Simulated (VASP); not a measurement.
Output of a VASP run:

### OSZICAR
```
       N       E                     dE             d eps       ncg     rms          rms(c)
DAV:   1     0.365268569774E+03    0.36527E+03   -0.22236E+04  1488   0.193E+03
DAV:   2    -0.257856965141E+02   -0.39105E+03   -0.38136E+03  1488   0.413E+02
DAV:   3    -0.584613976368E+02   -0.32676E+02   -0.31867E+02  1717   0.142E+02
DAV:   4    -0.598732448728E+02   -0.14118E+01   -0.13996E+01  1874   0.285E+01
DAV:   5    -0.599284111883E+02   -0.55166E-01   -0.55154E-01  2004   0.501E+00    0.314E+01
DAV:   6    -0.634273734514E+02   -0.34990E+01   -0.16021E+02  2136   0.149E+02    0.231E+01
DAV:   7    -0.540810682956E+02    0.93463E+01   -0.62013E+01  2063   0.106E+02    0.945E+00
DAV:   8    -0.540981911142E+02   -0.17123E-01   -0.34435E+00  1837   0.126E+01    0.296E+00
DAV:   9    -0.540106244399E+02    0.87567E-01   -0.32174E-01  2361   0.637E+00    0.119E+00
DAV:  10    -0.540053200652E+02    0.53044E-02   -0.19594E-02  2060   0.104E+00    0.353E-01
DAV:  11    -0.540042162798E+02    0.11038E-02   -0.43497E-03  2497   0.663E-01    0.916E-02
DAV:  12    -0.540041802797E+02    0.36000E-04   -0.34220E-04  2179   0.204E-01    0.285E-02
DAV:  13    -0.540041828272E+02   -0.25476E-05   -0.73388E-05  2384   0.548E-02    0.446E-02
DAV:  14    -0.540041764499E+02    0.63773E-05   -0.28365E-05  2353   0.434E-02    0.459E-03
DAV:  15    -0.540041770011E+02   -0.55124E-06   -0.13504E-06  1193   0.115E-02
   1 F= -.39368059E+02 E0= -.39368091E+02  d E =-.393681E+02
```

### OUTCAR
```
------------------------ aborting loop because EDIFF is reached ----------------------------------------
  FORCE on cell =-STRESS in cart. coord.  units (eV):
  Direction    XX          YY          ZZ          XY          YZ          ZX
  --------------------------------------------------------------------------------------
  Total       14.6415015     14.6415015     14.6415015      0.0000000      0.0000000      0.0000000
  in kB      300.1103419    300.1103419    300.1103419      0.0000000      0.0000000      0.0000000
  external PRESSURE =       0.1103419 kB  Pullay stress =     300.0000000 kB
  volume of cell :       78.17
      direct lattice vectors                 reciprocal lattice vectors
     4.275678868  0.000000000  0.000000000     0.233880988  0.000000000  0.000000000
     0.000000000  4.275678868  0.000000000     0.000000000  0.233880988  0.000000000
     0.000000000  0.000000000  4.275678868     0.000000000  0.000000000  0.233880988
 POSITION                                       TOTAL-FORCE (eV/Angst)
 -----------------------------------------------------------------------------------
      3.64363      2.76989      1.50579        -0.000678      0.000678     -0.000678
      1.50579      3.64363      2.76989        -0.000678     -0.000678      0.000678
      0.63205      0.63205      0.63205         0.000678      0.000678      0.000678
      2.76989      1.50579      3.64363         0.000678     -0.000678     -0.000678
      0.66528      1.47255      2.80312         0.004358     -0.004358      0.004358
      2.80312      0.66528      1.47255         0.004358      0.004358     -0.004358
      3.61039      3.61039      3.61039        -0.004358     -0.004358     -0.004358
      1.47255      2.80312      0.66528        -0.004358      0.004358      0.004358
 -----------------------------------------------------------------------------------
    total drift:                                0.000000      0.000000      0.000000
  FREE ENERGIE OF THE ION-ELECTRON SYSTEM (eV)
  ---------------------------------------------------
  free  energy   TOTEN  =       -54.0041770011 eV

  energy  without entropy=      -54.0042737961  energy(sigma->0) =      -54.00420927
  enthalpy is  TOTEN    =       -39.3680587305 eV   P V=       14.6361182707

 reached required accuracy - stopping structural energy minimisation
```
(Selected blocks of OUTCAR.)

File POSCAR:
```
CoSi
1
    4.2756788676     0.0000000000     0.0000000000
    0.0000000000     4.2756788676     0.0000000000
    0.0000000000     0.0000000000     4.2756788676
Co Si
4 4
Direct
  0.8521760645   0.6478239355   0.3521760645
  0.3521760645   0.8521760645   0.6478239355
  0.1478239355   0.1478239355   0.1478239355
  0.6478239355   0.3521760645   0.8521760645
  0.1555974576   0.3444025424   0.6555974576
  0.6555974576   0.1555974576   0.3444025424
  0.8444025424   0.8444025424   0.8444025424
  0.3444025424   0.6555974576   0.1555974576
```

**Question.** Write an INCAR and KPOINTS that could have produced this output.

**Answer.** Several could match; the one computed here: the input of the run itself, PBE GGA, plane waves, VASP's PBE PAW potentials (set 64).

**INCAR**
```
ALGO  =  Normal
EDIFF  =  1E-6
EDIFFG  =  -0.02
ENCUT  =  500
GGA  =  PE
IBRION  =  2
ISIF  =  3
ISMEAR  =  1
LASPH  =  T
LCHARG  =  F
LMAXMIX  =  4
LREAL  =  F
LWAVE  =  F
NELM  =  100
NSW  =  40
PREC  =  Accurate
PSTRESS  =  300
SIGMA  =  0.1
SYSTEM  =  CoSi
```

KPOINTS:
```
Automatic mesh
0
Gamma
7 7 7
0 0 0
```

POTCAR, in this order: Co Si (PBE.64 set). Program: vasp_std.

The compound is CoSi in the B20 structure. It was relaxed first under an external pressure of 30 GPa. The run is not spin-polarised, so no magnetic state was tried.
